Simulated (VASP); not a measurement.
Here is the system:

```yaml
crystal:
  lattice:
    - [0.00000, 2.49423, 2.49423]
    - [2.49423, 0.00000, 2.49423]
    - [2.49423, 2.49423, 0.00000]
  atoms:
    - { symbol: Pb, position: [0.00000, 0.00000, 0.00000] }
```

Level of theory: r2SCAN meta-GGA, VASP's PBE PAW potentials (set 64) (plane waves; VASP). Run with 520 eV cut-off, 14×14×14 Γ-centred mesh, tetrahedra with Blöchl corrections, potentials Pb_d.

**Question.** Give the energies of bands 6 to 9 at the high-symmetry points, in eV from the Fermi level.

**Answer.** 
```
band       Γ      X      U      L      W
----  ------  -----  -----  -----  -----
6     -12.20  -7.08  -7.17  -8.53  -6.98
7       7.47  -3.43  -2.42  -4.33  -1.48
8       7.47   2.03  -1.27   5.60  -1.48
9       7.47   2.03   2.97   5.60   0.32
```

It has no gap at this level: it comes out as a metal or semimetal.

The compound is Pb in the fcc structure. It was relaxed first.
